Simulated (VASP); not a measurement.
OSZICAR of a VASP run on CsSnI3 (cubic perovskite):

OSZICAR:
```
       N       E                     dE             d eps       ncg     rms          rms(c)
DAV:   1     0.360376045239E+03    0.36038E+03   -0.18323E+04   520   0.154E+03
DAV:   2     0.328792365943E+02   -0.32750E+03   -0.31988E+03   610   0.315E+02
DAV:   3    -0.122573040657E+02   -0.45137E+02   -0.44887E+02   636   0.126E+02
DAV:   4    -0.141581111947E+02   -0.19008E+01   -0.18973E+01   668   0.297E+01
DAV:   5    -0.142120148912E+02   -0.53904E-01   -0.53895E-01   822   0.470E+00    0.426E+00
DAV:   6    -0.139608833869E+02    0.25113E+00   -0.45277E-01   672   0.367E+00    0.283E+00
DAV:   7    -0.139378826015E+02    0.23001E-01   -0.31465E-01   664   0.240E+00    0.999E-01
DAV:   8    -0.139419272620E+02   -0.40447E-02   -0.42189E-02   604   0.147E+00    0.285E-01
DAV:   9    -0.139419615407E+02   -0.34279E-04   -0.22640E-03   660   0.373E-01    0.128E-01
DAV:  10    -0.139422424340E+02   -0.28089E-03   -0.87199E-04   636   0.185E-01    0.523E-02
DAV:  11    -0.139422932945E+02   -0.50861E-04   -0.33310E-04   620   0.129E-01    0.254E-02
DAV:  12    -0.139422960600E+02   -0.27655E-05   -0.29226E-05   620   0.337E-02    0.212E-02
DAV:  13    -0.139422949837E+02    0.10763E-05   -0.14960E-06   454   0.866E-03    0.724E-03
DAV:  14    -0.139422943702E+02    0.61348E-06   -0.15452E-06   438   0.974E-03
   1 F= -.15259783E+02 E0= -.15259782E+02  d E =-.152598E+02
```

Q: Which electronic solver shows in the log?

A: It is blocked Davidson (ALGO = Normal, or the opening steps of other solvers). The INCAR had ALGO = Normal.

Q: Can the final energy be trusted as converged?

A: The run converged. It stopped with EDIFF = 1E-6, NELM = 100, NSW = 60 and EDIFFG = -0.02 after 1 ionic step (PBE GGA with D4 dispersion, plane waves, VASP's PBE PAW potentials (set 64)).

The compound is CsSnI3 in the cubic perovskite structure, the ideal cubic form; the compound distorts at low or room temperature. It was relaxed first. The start is the result of an earlier pass.
